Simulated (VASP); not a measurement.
```yaml
crystal:
  lattice:
    - [1.28844, -2.23165, 0.00000]
    - [1.28844, 2.23165, 0.00000]
    - [0.00000, 0.00000, 4.26403]
  atoms:
    - { symbol: B, position: [0.66667, 0.33333, 0.50007] }
    - { symbol: B, position: [0.33333, 0.66667, 0.00007] }
    - { symbol: N, position: [0.66667, 0.33333, 0.87493] }
    - { symbol: N, position: [0.33333, 0.66667, 0.37493] }
```

Level of theory: vdW-DF2, VASP's PBE PAW potentials (set 64) (plane waves; VASP). Numerical set-up: 520 eV cut-off, Gaussian smearing of 0.050 eV, potentials B N.

Q: Give the energies of bands 3 to 11 at the high-symmetry points, in eV from the valence-band maximum.

A: 
```csv
band,Γ,M,K,A,L,H
3,-10.18,-8.93,-8.53,-5.34,-9.38,-8.31
4,-1.99,-7.35,-6.83,-5.34,-9.38,-8.31
5,-1.99,-6.46,-6.83,-1.10,-3.52,-7.12
6,-0.23,-4.65,-5.03,-1.10,-3.52,-7.12
7,0.00,-4.00,-5.02,-1.10,-3.34,-2.84
8,0.00,-1.99,-5.02,-1.10,-3.34,-2.84
9,8.40,7.12,5.86,9.48,6.98,9.44
10,8.40,8.31,13.12,9.48,6.98,9.44
11,8.57,10.66,13.12,9.90,10.16,10.48
```

The gap is indirect, 5.86 eV, from the valence maximum at Γ to the conduction minimum at K.

The compound is BN in the wurtzite structure, a metastable high-pressure form. It was relaxed first.
